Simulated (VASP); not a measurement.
All values below come from PBE GGA, VASP's PBE PAW potentials (set 64) (plane waves; VASP).

Input for VASP

POSCAR:
```
Ni(210) slab
1
    4.3061375742     0.0000000000     0.0000000000
    2.8707583828     3.2096057351    -0.0000000000
   -0.0000000000    -0.0000000000    29.1341390642
Ni
18
Direct
  0.4500000000   0.4500000000   0.2706260000
  0.7500000000   0.7500000000   0.2976110000
  0.0500000000   0.0500000000   0.3245960000
  0.3500000000   0.3500000000   0.3515820000
  0.6500000000   0.6500000000   0.3785670000
  0.9500000000   0.9500000000   0.4055520000
  0.2500000000   0.2500000000   0.4325370000
  0.5500000000   0.5500000000   0.4595220000
  0.8500000000   0.8500000000   0.4865070000
  0.1500000000   0.1500000000   0.5134930000
  0.4500000000   0.4500000000   0.5404780000
  0.7500000000   0.7500000000   0.5674630000
  0.0500000000   0.0500000000   0.5944480000
  0.3500000000   0.3500000000   0.6214330000
  0.6500000000   0.6500000000   0.6484180000
  0.9500000000   0.9500000000   0.6754040000
  0.2500000000   0.2500000000   0.7023890000
  0.5500000000   0.5500000000   0.7293740000
```

**INCAR**
```
ALGO=Normal
DIPOL=0.5 0.5 0.5
EDIFF=1E-5
EDIFFG=-0.03
ENCUT=400
GGA=PE
IBRION=2
IDIPOL=3
ISIF=2
ISMEAR=1
ISPIN=2
LASPH=.TRUE.
LCHARG=.FALSE.
LDIPOL=.TRUE.
LMAXMIX=4
LORBIT=10
LREAL=Auto
LWAVE=.TRUE.
MAGMOM=0.8 0.8 0.8 0.8 0.8 0.8 0.8 0.8 0.8 0.8 0.8 0.8 0.8 0.8 0.8 0.8 0.8 0.8
NELM=100
NELMIN=4
NSW=120
PREC=Normal
SIGMA=0.1
SYSTEM=Ni(210) slab
```

**KPOINTS**
```
Automatic mesh
0
Gamma
9 9 1
0 0 0
```

POTCAR, in this order: Ni (PBE.64 set). Program: vasp_std.

The resulting files:

### OUTCAR
```
 ion  position               nearest neighbor table
   1  0.450  0.450  0.271-   3 2.49   3 2.49   2 2.49   2 2.49   2 2.49   4 2.49
   2  0.750  0.750  0.298-   3 2.49   3 2.49   1 2.49   1 2.49   3 2.49   1 2.49   4 2.49   4 2.49
                             5 2.49
   3  0.050  0.050  0.325-   1 2.49   1 2.49   2 2.49   2 2.49   2 2.49   4 2.49   4 2.49   4 2.49
                             5 2.49   5 2.49   6 2.49
   4  0.350  0.350  0.352-   7 2.49   6 2.49   6 2.49   5 2.49   5 2.49   5 2.49   3 2.49   3 2.49
                             3 2.49   2 2.49   2 2.49   1 2.49
   5  0.650  0.650  0.379-   8 2.49   7 2.49   7 2.49   4 2.49   4 2.49   6 2.49   6 2.49   4 2.49
                             6 2.49   3 2.49   3 2.49   2 2.49
   6  0.950  0.950  0.406-   9 2.49   8 2.49   4 2.49   8 2.49   4 2.49   7 2.49   5 2.49   7 2.49
                             5 2.49   5 2.49   7 2.49   3 2.49
   7  0.250  0.250  0.433-   4 2.49   9 2.49   5 2.49   9 2.49   5 2.49   8 2.49   8 2.49   6 2.49
                             6 2.49   8 2.49   6 2.49  10 2.49
   8  0.550  0.550  0.460-   5 2.49   6 2.49   6 2.49   7 2.49   7 2.49   9 2.49   9 2.49   7 2.49
                             9 2.49  10 2.49  10 2.49  11 2.49
   9  0.850  0.850  0.487-   6 2.49   7 2.49   7 2.49   8 2.49   8 2.49   8 2.49  10 2.49  10 2.49
                            10 2.49  11 2.49  11 2.49  12 2.49
  10  0.150  0.150  0.513-  13 2.49  12 2.49  12 2.49  11 2.49  11 2.49  11 2.49   9 2.49   9 2.49
                             9 2.49   8 2.49   8 2.49   7 2.49
  11  0.450  0.450  0.540-  14 2.49  13 2.49  13 2.49  12 2.49  10 2.49  12 2.49  10 2.49  10 2.49
                            12 2.49   9 2.49   9 2.49   8 2.49
  12  0.750  0.750  0.567-  15 2.49  14 2.49  10 2.49  14 2.49  10 2.49  13 2.49  13 2.49  11 2.49
                            11 2.49  13 2.49  11 2.49   9 2.49
  13  0.050  0.050  0.594-  10 2.49  11 2.49  15 2.49  11 2.49  15 2.49  12 2.49  12 2.49  14 2.49
                            14 2.49  12 2.49  14 2.49  16 2.49
  14  0.350  0.350  0.621-  11 2.49  12 2.49  12 2.49  15 2.49  15 2.49  13 2.49  13 2.49  15 2.49
                            13 2.49  16 2.49  16 2.49  17 2.49
  15  0.650  0.650  0.648-  12 2.49  13 2.49  13 2.49  14 2.49  14 2.49  14 2.49  16 2.49  16 2.49
                            16 2.49  17 2.49  17 2.49  18 2.49
  16  0.950  0.950  0.675-  18 2.49  18 2.49  17 2.49  17 2.49  17 2.49  15 2.49  15 2.49  15 2.49
                            14 2.49  14 2.49  13 2.49
  17  0.250  0.250  0.702-  16 2.49  16 2.49  18 2.49  18 2.49  16 2.49  18 2.49  15 2.49  15 2.49
                            14 2.49
  18  0.550  0.550  0.729-  16 2.49  16 2.49  17 2.49  17 2.49  17 2.49  15 2.49
  LATTYP: Found a base centered orthorhombic cell.
 ALAT       =     3.5159468707
 B/A-ratio  =     2.2360678430
 C/A-ratio  =     8.2862853551
 Subroutine PRICEL returns:
...
```

### OSZICAR
```
...
DAV:  17    -0.943487890441E+02   -0.11611E-03   -0.13957E-05  7193   0.584E-02    0.242E-02
DAV:  18    -0.943488913775E+02   -0.10233E-03   -0.53507E-06  7230   0.218E-02    0.928E-03
DAV:  19    -0.943489730594E+02   -0.81682E-04   -0.25427E-06  7179   0.106E-02    0.443E-03
DAV:  20    -0.943490290120E+02   -0.55953E-04   -0.12436E-06  7027   0.808E-03    0.499E-03
DAV:  21    -0.943491131910E+02   -0.84179E-04   -0.79406E-07  7148   0.355E-03    0.496E-03
DAV:  22    -0.943492339203E+02   -0.12073E-03   -0.83915E-07  7282   0.537E-03    0.236E-03
DAV:  23    -0.943493640311E+02   -0.13011E-03   -0.12331E-06  7362   0.516E-03    0.349E-03
DAV:  24    -0.943495138254E+02   -0.14979E-03   -0.23448E-06  7596   0.573E-03    0.301E-03
DAV:  25    -0.943495846453E+02   -0.70820E-04   -0.11416E-06  7360   0.369E-03    0.117E-03
DAV:  26    -0.943496183317E+02   -0.33686E-04   -0.54896E-07  7275   0.230E-03    0.212E-03
DAV:  27    -0.943496298357E+02   -0.11504E-04   -0.19523E-07  7159   0.267E-03    0.628E-04
DAV:  28    -0.943496317437E+02   -0.19080E-05   -0.53469E-08  7112   0.110E-03
   3 F= -.94349632E+02 E0= -.94349920E+02  d E =-.112148E+00  mag=    11.9753
       N       E                     dE             d eps       ncg     rms          rms(c)
DAV:   1    -0.943495323984E+02    0.97437E-04   -0.36043E-01 11692   0.171E+00    0.187E-01
DAV:   2    -0.943522945043E+02   -0.27621E-02   -0.73520E-03 15392   0.124E+00    0.938E-01
DAV:   3    -0.943501601181E+02    0.21344E-02   -0.59426E-03 12305   0.128E+00    0.411E-01
DAV:   4    -0.943507873246E+02   -0.62721E-03   -0.48775E-03 13298   0.826E-01    0.609E-01
DAV:   5    -0.943502909066E+02    0.49642E-03   -0.36913E-03 13000   0.730E-01    0.354E-01
DAV:   6    -0.943499702079E+02    0.32070E-03   -0.65765E-04 12649   0.421E-01    0.597E-02
DAV:   7    -0.943500174512E+02   -0.47243E-04   -0.14250E-04 13045   0.184E-01    0.107E-01
DAV:   8    -0.943500030070E+02    0.14444E-04   -0.96982E-05 11718   0.160E-01    0.779E-02
DAV:   9    -0.943500219361E+02   -0.18929E-04   -0.86650E-05 10862   0.167E-01    0.948E-02
DAV:  10    -0.943499949314E+02    0.27005E-04   -0.57425E-05  9551   0.138E-01    0.296E-02
DAV:  11    -0.943499953202E+02   -0.38885E-06   -0.66836E-06  6706   0.407E-02
   4 F= -.94349995E+02 E0= -.94350327E+02  d E =-.112512E+00  mag=    11.9753
       N       E                     dE             d eps       ncg     rms          rms(c)
DAV:   1    -0.943537316630E+02   -0.37367E-02   -0.27766E+00 11512   0.492E+00    0.512E-01
DAV:   2    -0.943877520018E+02   -0.34020E-01   -0.73296E-02 13845   0.418E+00    0.335E+00
DAV:   3    -0.943580011235E+02    0.29751E-01   -0.55994E-02 12402   0.409E+00    0.987E-01
DAV:   4    -0.943645889429E+02   -0.65878E-02   -0.42643E-02 13475   0.238E+00    0.181E+00
DAV:   5    -0.943585317970E+02    0.60571E-02   -0.23798E-02 12960   0.195E+00    0.702E-01
DAV:   6    -0.943572067174E+02    0.13251E-02   -0.28875E-03 12519   0.980E-01    0.124E-01
DAV:   7    -0.943574639948E+02   -0.25728E-03   -0.11306E-03 15335   0.434E-01    0.266E-01
DAV:   8    -0.943572556448E+02    0.20835E-03   -0.71062E-04 12148   0.450E-01    0.112E-01
DAV:   9    -0.943572909528E+02   -0.35308E-04   -0.33571E-04 12607   0.290E-01    0.145E-01
DAV:  10    -0.943572499436E+02    0.41009E-04   -0.16919E-04 12077   0.216E-01    0.877E-02
DAV:  11    -0.943572371729E+02    0.12771E-04   -0.50180E-05  9685   0.119E-01    0.402E-02
DAV:  12    -0.943572434085E+02   -0.62356E-05   -0.18955E-05  6984   0.698E-02
   5 F= -.94357243E+02 E0= -.94357521E+02  d E =-.724809E-02  mag=    11.9745
       N       E                     dE             d eps       ncg     rms          rms(c)
DAV:   1    -0.943569504594E+02    0.28671E-03   -0.15850E+00 11509   0.371E+00    0.387E-01
DAV:   2    -0.943768676440E+02   -0.19917E-01   -0.42389E-02 14073   0.317E+00    0.259E+00
DAV:   3    -0.943596802373E+02    0.17187E-01   -0.34351E-02 12402   0.312E+00    0.854E-01
DAV:   4    -0.943622488164E+02   -0.25686E-02   -0.23820E-02 13458   0.178E+00    0.123E+00
DAV:   5    -0.943596442176E+02    0.26046E-02   -0.11251E-02 13094   0.136E+00    0.511E-01
DAV:   6    -0.943589174957E+02    0.72672E-03   -0.15627E-03 12470   0.724E-01    0.902E-02
DAV:   7    -0.943590520554E+02   -0.13456E-03   -0.59312E-04 15210   0.316E-01    0.198E-01
DAV:   8    -0.943589272591E+02    0.12480E-03   -0.40270E-04 12093   0.342E-01    0.884E-02
DAV:   9    -0.943589441360E+02   -0.16877E-04   -0.18511E-04 12466   0.215E-01    0.107E-01
DAV:  10    -0.943589260385E+02    0.18098E-04   -0.86839E-05 11411   0.154E-01    0.667E-02
DAV:  11    -0.943589291067E+02   -0.30682E-05   -0.27116E-05  7445   0.897E-02
   6 F= -.94358929E+02 E0= -.94359157E+02  d E =-.893379E-02  mag=    11.9735
       N       E                     dE             d eps       ncg     rms          rms(c)
DAV:   1    -0.943589321094E+02   -0.60709E-05   -0.98614E-03 11759   0.297E-01    0.409E-02
DAV:   2    -0.943593433014E+02   -0.41119E-03   -0.95993E-04 14301   0.424E-01    0.385E-01
DAV:   3    -0.943590293491E+02    0.31395E-03   -0.13461E-03 12682   0.448E-01    0.194E-01
DAV:   4    -0.943589531974E+02    0.76152E-04   -0.23607E-04 11229   0.207E-01    0.492E-02
DAV:   5    -0.943589706480E+02   -0.17451E-04   -0.56036E-05  9063   0.115E-01    0.579E-02
DAV:   6    -0.943589652161E+02    0.54320E-05   -0.25922E-05  6732   0.806E-02
   7 F= -.94358965E+02 E0= -.94359188E+02  d E =-.896990E-02  mag=    11.9732
       N       E                     dE             d eps       ncg     rms          rms(c)
DAV:   1    -0.943591270254E+02   -0.15638E-03   -0.69429E-01 11500   0.243E+00    0.265E-01
DAV:   2    -0.943690292524E+02   -0.99022E-02   -0.20361E-02 13786   0.218E+00    0.185E+00
DAV:   3    -0.943608140084E+02    0.82152E-02   -0.18966E-02 12379   0.218E+00    0.758E-01
DAV:   4    -0.943609375082E+02   -0.12350E-03   -0.11327E-02 13111   0.124E+00    0.674E-01
DAV:   5    -0.943603431471E+02    0.59436E-03   -0.35502E-03 12953   0.805E-01    0.342E-01
DAV:   6    -0.943599988932E+02    0.34425E-03   -0.72918E-04 12507   0.485E-01    0.702E-02
DAV:   7    -0.943600563634E+02   -0.57470E-04   -0.23510E-04 15131   0.208E-01    0.132E-01
DAV:   8    -0.943599997800E+02    0.56583E-04   -0.17078E-04 12220   0.229E-01    0.734E-02
DAV:   9    -0.943600115532E+02   -0.11773E-04   -0.13281E-04 12149   0.197E-01    0.103E-01
DAV:  10    -0.943599778766E+02    0.33677E-04   -0.75381E-05 10862   0.160E-01    0.430E-02
DAV:  11    -0.943599797410E+02   -0.18644E-05   -0.14420E-05  6781   0.626E-02
   8 F= -.94359980E+02 E0= -.94360164E+02  d E =-.101452E-02  mag=    11.9714
       N       E                     dE             d eps       ncg     rms          rms(c)
DAV:   1    -0.943599527374E+02    0.25139E-04   -0.43659E-02 11539   0.614E-01    0.707E-02
DAV:   2    -0.943606856076E+02   -0.73287E-03   -0.14884E-03 13941   0.609E-01    0.495E-01
DAV:   3    -0.943599824197E+02    0.70319E-03   -0.11611E-03 12437   0.582E-01    0.511E-02
DAV:   4    -0.943600867276E+02   -0.10431E-03   -0.26778E-04 15008   0.218E-01    0.170E-01
DAV:   5    -0.943600549600E+02    0.31768E-04   -0.35411E-04 11327   0.228E-01    0.133E-01
DAV:   6    -0.943600128686E+02    0.42091E-04   -0.92351E-05  7955   0.128E-01    0.170E-02
DAV:   7    -0.943600232184E+02   -0.10350E-04   -0.12908E-05  6822   0.426E-02    0.289E-02
DAV:   8    -0.943600254459E+02   -0.22275E-05   -0.14117E-05  6890   0.585E-02
   9 F= -.94360025E+02 E0= -.94360210E+02  d E =-.106023E-02  mag=    11.9701
       N       E                     dE             d eps       ncg     rms          rms(c)
DAV:   1    -0.943600344983E+02   -0.11280E-04   -0.25873E-03 11718   0.153E-01    0.233E-02
DAV:   2    -0.943602093207E+02   -0.17482E-03   -0.31568E-04 12077   0.255E-01    0.255E-01
DAV:   3    -0.943600599900E+02    0.14933E-03   -0.45310E-04 11331   0.266E-01    0.101E-01
DAV:   4    -0.943600506760E+02    0.93140E-05   -0.78267E-05  7084   0.121E-01
  10 F= -.94360051E+02 E0= -.94360237E+02  d E =-.108546E-02  mag=    11.9698
```

File OUTCAR:
```
------------------------ aborting loop because EDIFF is reached ----------------------------------------
  FORCE on cell =-STRESS in cart. coord.  units (eV):
  Direction    XX          YY          ZZ          XY          YZ          ZX
  --------------------------------------------------------------------------------------
  Total       -4.1924694     -4.1363192     -1.6839465     -0.0313893      0.0075443      0.0168948
  in kB      -16.6816384    -16.4582194     -6.7003441     -0.1248967      0.0300185      0.0672236
  external PRESSURE =     -13.2800673 kB  Pullay stress =       0.0000000 kB
  volume of cell :      402.66
      direct lattice vectors                 reciprocal lattice vectors
     4.306137574  0.000000000  0.000000000     0.232226672 -0.207709832  0.000000000
     2.870758383  3.209605735  0.000000000     0.000000000  0.311564747  0.000000000
     0.000000000  0.000000000 29.134139064     0.000000000  0.000000000  0.034323994
 POSITION                                       TOTAL-FORCE (eV/Angst)
 -----------------------------------------------------------------------------------
      3.22047      1.44024      7.98516        -0.009089     -0.004065     -0.000213
      5.38405      2.40782      8.67340         0.011300      0.005054      0.018621
      0.37589      0.16810      9.39857        -0.000504     -0.000225      0.002289
      2.50687      1.12111     10.22758        -0.010002     -0.004473      0.001454
      4.65535      2.08194     11.02123         0.001644      0.000735      0.005107
      6.81738      3.04882     11.79766        -0.005134     -0.002296      0.025321
      1.79769      0.80395     12.59007        -0.006376     -0.002851      0.012929
      3.95096      1.76692     13.38482         0.000767      0.000343     -0.003710
      6.10179      2.72880     14.16919         0.003469      0.001551     -0.010711
      1.07511      0.48080     14.96495        -0.003469     -0.001551      0.010711
      3.22594      1.44268     15.74932        -0.000767     -0.000343      0.003710
      5.37921      2.40565     16.54406         0.006376      0.002851     -0.012929
      0.35952      0.16078     17.33648         0.005134      0.002296     -0.025321
      2.52154      1.12767     18.11291        -0.001644     -0.000735     -0.005107
      4.67002      2.08850     18.90656         0.010002      0.004473     -0.001454
      6.80100      3.04150     19.73557         0.000504      0.000225     -0.002289
      1.79285      0.80179     20.46074        -0.011300     -0.005054     -0.018621
      3.95642      1.76937     21.14898         0.009089      0.004065      0.000213
 -----------------------------------------------------------------------------------
    total drift:                                0.000000      0.000000      0.000000
  FREE ENERGIE OF THE ION-ELECTRON SYSTEM (eV)
  ---------------------------------------------------
  free  energy   TOTEN  =       -94.3600506760 eV

  energy  without entropy=      -94.3606105582  energy(sigma->0) =      -94.36023730

 total charge

# of ion       s       p       d       tot
------------------------------------------
    1        0.479   0.282   8.341   9.102
    2        0.492   0.405   8.306   9.203
    3        0.497   0.475   8.310   9.283
    4        0.501   0.506   8.311   9.319
    5        0.497   0.492   8.313   9.302
    6        0.495   0.494   8.306   9.295
    7        0.497   0.496   8.311   9.304
    8        0.498   0.495   8.310   9.303
    9        0.497   0.495   8.309   9.302
   10        0.497   0.495   8.309   9.302
   11        0.498   0.495   8.310   9.303
   12        0.497   0.496   8.311   9.304
   13        0.495   0.494   8.306   9.295
   14        0.497   0.492   8.313   9.302
   15        0.501   0.506   8.311   9.319
   16        0.497   0.475   8.310   9.283
   17        0.492   0.405   8.306   9.203
   18        0.479   0.282   8.341   9.102
--------------------------------------------------
tot          8.906   8.282 149.634 166.821

 magnetization (x)

# of ion       s       p       d       tot
------------------------------------------
    1        0.000  -0.010   0.801   0.792
    2       -0.006  -0.022   0.737   0.709
    3       -0.007  -0.023   0.677   0.646
    4       -0.007  -0.025   0.691   0.659
    5       -0.006  -0.025   0.690   0.659
    6       -0.006  -0.026   0.705   0.673
    7       -0.007  -0.025   0.674   0.642
    8       -0.006  -0.025   0.685   0.653
    9       -0.006  -0.025   0.678   0.648
   10       -0.006  -0.025   0.678   0.648
   11       -0.006  -0.025   0.685   0.653
   12       -0.007  -0.025   0.674   0.642
   13       -0.006  -0.026   0.705   0.673
   14       -0.006  -0.025   0.690   0.659
   15       -0.007  -0.025   0.691   0.659
   16       -0.007  -0.023   0.677   0.646
   17       -0.006  -0.022   0.737   0.709
   18        0.000  -0.010   0.801   0.792
--------------------------------------------------
tot         -0.104  -0.410  12.676  12.161

 reached required accuracy - stopping structural energy minimisation
```
(Selected blocks of OUTCAR.)

CONTCAR:
```
Ni(210) slab
   1.00000000000000
     4.3061375742000001    0.0000000000000000    0.0000000000000000
     2.8707583828000001    3.2096057350999998    0.0000000000000000
     0.0000000000000000    0.0000000000000000   29.1341390641999993
  Ni
    18
Direct
     0.4487277165194933    0.4487277165194933    0.2740825896297618
     0.7501914886354835    0.7501914886354835    0.2977057356706857
     0.0523753694313582    0.0523753694313582    0.3225963866602474
     0.3492973944817642    0.3492973944817642    0.3510514503353062
     0.6486583026202276    0.6486583026202276    0.3782926799941869
     0.9499061988087134    0.9499061988087134    0.4049429293862284
     0.2504828794284147    0.2504828794284147    0.4321416310510522
     0.5505104636272470    0.5505104636272470    0.4594205556921234
     0.8501989513911817    0.8501989513911817    0.4863431829061874
     0.1498010486088183    0.1498010486088183    0.5136568170938125
     0.4494895363727529    0.4494895363727529    0.5405794443078766
     0.7495171205715855    0.7495171205715855    0.5678583689489550
     0.0500938011912868    0.0500938011912868    0.5950570706137717
     0.3513416973797726    0.3513416973797726    0.6217073200058132
     0.6507026055182359    0.6507026055182359    0.6489485496646940
     0.9476246305686419    0.9476246305686419    0.6774036133397525
     0.2498085113645165    0.2498085113645165    0.7022942643293141
     0.5512722834805066    0.5512722834805066    0.7259174103702382
```

The cell is a thin slab with vacuum, built from Ni (fcc): (210) face.
